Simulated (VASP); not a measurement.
```
RuC
1.0
    3.21900     0.00000     0.00000
   -1.60950     2.78774     0.00000
    0.00000     0.00000     5.17423
Ru C
2 2
Cartesian
  0.00000   1.85849   5.17154
  1.60950   0.92924   2.58442
  0.00000   1.85849   1.94303
  1.60950   0.92924   4.53015
```

Computed with PBEsol GGA, VASP's PBE PAW potentials (set 64) (plane waves; VASP 6.6.1). Settings: 520 eV cut-off, Gaussian smearing of 0.050 eV, potentials Ru_pv C.

Problem. Estimate the band gap (along the path) with the smallest direct gap where there is one.

Solution. 
The band gap (along the path) comes out as none (metal, semimetal or under 0.01 eV).

The absolute energy has meaning only against runs of the same code, potentials and settings.

The structure was generated: RuC was put into the wurtzite type (P6_3mc), which need not be its known phase. It was relaxed first, which changed the volume by -31 %.
